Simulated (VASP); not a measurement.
An input for Ansatz (written as the equivalent of a VASP run, and not itself run):

Ansatz 0.2 input:
```yaml
crystal:
  lattice:
    - [0.0000000, 3.4373326, 3.4373326]
    - [3.4373326, 0.0000000, 3.4373326]
    - [3.4373326, 3.4373326, 0.0000000]
  atoms:
    - { symbol: Mg, position: [0.2500000, 0.2500000, 0.2500000] }
    - { symbol: Mg, position: [0.7500000, 0.7500000, 0.7500000] }
    - { symbol: Sn, position: [1.0000000, 0.0000000, 1.0000000] }
kpoints:
  mp_grid: { grid: [8, 8, 8] }
hamiltonian:
  xc: rpbe
  pseudopotentials: { kind: paw }
scf:
  occupations: { method: methfessel_paxton, width: 0.1 }
  max_iter: 100
output: { forces: true, stress: true, eigenvalues: true }
```

Question: Write the VASP files for the same calculation (RPBE).

Answer: One answer among several that fit: 
### INCAR
```
! general
SYSTEM  = Mg2Sn
PREC    = Accurate
ENCUT   = 520
LREAL   = .FALSE.
LASPH   = .TRUE.

! electronic loop
EDIFF   = 1E-7
NELM    = 100
ALGO    = Normal
LMAXMIX = 4

! smearing
ISMEAR  = 1
SIGMA   = 0.1

! functional
GGA     = RP

! ions
ISIF    = 2

! output
LWAVE   = .FALSE.
LCHARG  = .FALSE.
```

### KPOINTS
```
Regular mesh
0
G
8 8 8
```

POSCAR:
```
Mg2Sn
1
    0.0000000000     3.4373325800     3.4373325800
    3.4373325800     0.0000000000     3.4373325800
    3.4373325800     3.4373325800     0.0000000000
Mg Sn
2 1
Direct
  0.2500000000   0.2500000000   0.2500000000
  0.7500000000   0.7500000000   0.7500000000
  1.0000000000   0.0000000000   1.0000000000
```

POTCAR, in this order: Mg Sn_d (PBE.64 set). Program: vasp_std.

What does not carry over: each code has its own PAW files, so the cut-off isn't converted (ENCUT is set for VASP's; basis.ecutwfc is left out, and Ansatz then takes the one that its files recommend); Ansatz stops its SCF on the density residual and VASP on the energy change (EDIFF).

The compound is Mg2Sn in the antifluorite structure. It was relaxed first, which changed the volume by +5 %.
